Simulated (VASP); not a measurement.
Method: revPBE GGA, VASP's PBE PAW potentials (set 64) (plane waves; VASP).

The input files of a VASP run:

INCAR:
```
! general
SYSTEM   =  BaZrO3
PREC     =  Accurate
ENCUT    =  520
LREAL    =  .FALSE.
LASPH    =  .TRUE.
ICHARG   =  11

! electronic loop
EDIFF    =  1E-7
NELM     =  100
ALGO     =  Normal
LMAXMIX  =  4

! smearing
ISMEAR   =  0
SIGMA    =  0.05

! functional
GGA      =  RE

! output
LWAVE    =  .FALSE.
LCHARG   =  .FALSE.
LORBIT   =  11
```

### KPOINTS
```
k-points along high-symmetry lines
15
Line-mode
Reciprocal
  0.000000   0.000000   0.000000 ! GAMMA
  0.000000   0.500000   0.000000 ! X

  0.000000   0.500000   0.000000 ! X
  0.500000   0.500000   0.000000 ! M

  0.500000   0.500000   0.000000 ! M
  0.000000   0.000000   0.000000 ! GAMMA

  0.000000   0.000000   0.000000 ! GAMMA
  0.500000   0.500000   0.500000 ! R

  0.500000   0.500000   0.500000 ! R
  0.000000   0.500000   0.000000 ! X

  0.500000   0.500000   0.500000 ! R
  0.500000   0.500000   0.000000 ! M
```

**POSCAR**
```
BaZrO3
1.0
  4.2613024768   0.0000000000   0.0000000000
  0.0000000000   4.2613024768   0.0000000000
  0.0000000000   0.0000000000   4.2613024768
Ba Zr O
1 1 3
direct
  0.0000000000   0.0000000000   0.0000000000
  0.5000000000   0.5000000000   0.5000000000
  0.5000000000   0.0000000000   0.5000000000
  0.0000000000   0.5000000000   0.5000000000
  0.5000000000   0.5000000000   0.0000000000
```

POTCAR, in this order: Ba_sv Zr_sv O (PBE.64 set). Program: vasp_std. Read from the step before: CHGCAR.

The resulting files:

### OSZICAR
```
       N       E                     dE             d eps       ncg     rms          rms(c)
DAV:   1     0.322128217939E+03    0.32213E+03   -0.22274E+04  4320   0.163E+03
DAV:   2    -0.148673034435E+02   -0.33700E+03   -0.33229E+03  5552   0.385E+02
DAV:   3    -0.383197229692E+02   -0.23452E+02   -0.23261E+02  7416   0.913E+01
DAV:   4    -0.388789051204E+02   -0.55918E+00   -0.55897E+00  5768   0.126E+01
DAV:   5    -0.388969325806E+02   -0.18027E-01   -0.18027E-01  6576   0.155E+00
DAV:   6    -0.388971396122E+02   -0.20703E-03   -0.20703E-03  5768   0.186E-01
DAV:   7    -0.388971429458E+02   -0.33336E-05   -0.33336E-05  6520   0.207E-02
DAV:   8    -0.388971430116E+02   -0.65759E-07   -0.65750E-07  5808   0.285E-03
   1 F= -.38897143E+02 E0= -.38897143E+02  d E =-.152079E-21
```

### OUTCAR
```
 val. band max:        3.5536306499   @ k =   0.5000   0.5000   0.5000

 cond. band min:       6.6642338115   @ k =   0.0000   0.0000   0.0000



 k-point     1 :       0.0000    0.0000    0.0000
  band No.  band energies     occupation
      1     -43.8220      2.00000
      2     -21.9756      2.00000
      3     -21.9128      2.00000
      4     -21.9128      2.00000
      5     -21.9128      2.00000
      6     -12.7972      2.00000
      7     -12.4973      2.00000
      8     -12.4973      2.00000
      9      -7.1060      2.00000
     10      -7.1060      2.00000
     11      -7.1060      2.00000
     12       2.0407      2.00000
     13       2.0407      2.00000
     14       2.0407      2.00000
     15       2.6444      2.00000
     16       2.6444      2.00000
     17       2.6444      2.00000
     18       3.2812      2.00000
     19       3.2812      2.00000
     20       3.2812      2.00000
     21       6.6642      0.00000
     22       6.6642      0.00000
     23       6.6642      0.00000
     24       8.2236      0.00000

 k-point     2 :       0.0000    0.0357    0.0000
  band No.  band energies     occupation
      1     -43.8220      2.00000
      2     -21.9818      2.00000
      3     -21.9127      2.00000
      4     -21.9127      2.00000
      5     -21.9086      2.00000
      6     -12.7951      2.00000
      7     -12.4970      2.00000
      8     -12.4918      2.00000
      9      -7.1053      2.00000
     10      -7.1053      2.00000
     11      -7.1041      2.00000
     12       2.0217      2.00000
     13       2.0374      2.00000
     14       2.0374      2.00000
     15       2.6320      2.00000
     16       2.6320      2.00000
     17       2.6352      2.00000
     18       3.2446      2.00000
     19       3.2758      2.00000
     20       3.2758      2.00000
     21       6.6684      0.00000
     22       6.6930      0.00000
     23       6.6930      0.00000
     24       8.2440      0.00000

...
```

The density is held fixed in this step, so its total energy and stress have no physical meaning. Unless said otherwise, spin-orbit coupling is left out, though it shifts the bands of the heavy elements here.

The compound is BaZrO3 in the cubic perovskite structure. It was relaxed first, which changed the volume by +5 %.
